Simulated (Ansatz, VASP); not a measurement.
# Two plane-wave programs on TiRh3

```
Ti Rh
1.0
     3.75113    0.00000    0.00000
     0.00000    3.75113    0.00000
     0.00000    0.00000    3.75113
Ti Rh
1 3
Direct
  0.00000 0.00000 0.00000
  0.00000 0.50000 0.50000
  0.50000 0.00000 0.50000
  0.50000 0.50000 0.00000
```

Alike in both runs: functional LDA; k mesh 12 × 12 × 12; occupations fermi-dirac, width 0.15 eV; no spin polarisation.

Ansatz relaxed the structure, and its values are those at the end. VASP's run is a single point on that final structure, the one shown.

|  | VASP | Ansatz |
| --- | --- | --- |
| version | VASP 6.6.1 | Ansatz 0.2.0 |
| potentials or method | VASP PAW LDA potentials, release 64 (Ti_sv, Rh_pv) | scalar-relativistic, plane waves, PAW |
| plane-wave cutoff (eV) | 520 | 420 |
| valence electrons in the cell | 57 | 63 |

|  | VASP | Ansatz | Ansatz less VASP |
| --- | --- | --- | --- |
| gap on the k mesh at the Fermi level (eV) | none | none | - |
| pressure (GPa) | 5.8 | 5.0 | -0.83 |

A gap of «none» marks a metal or a gap that the smearing closes. The two sets of potentials don't hold the same shells in valence.
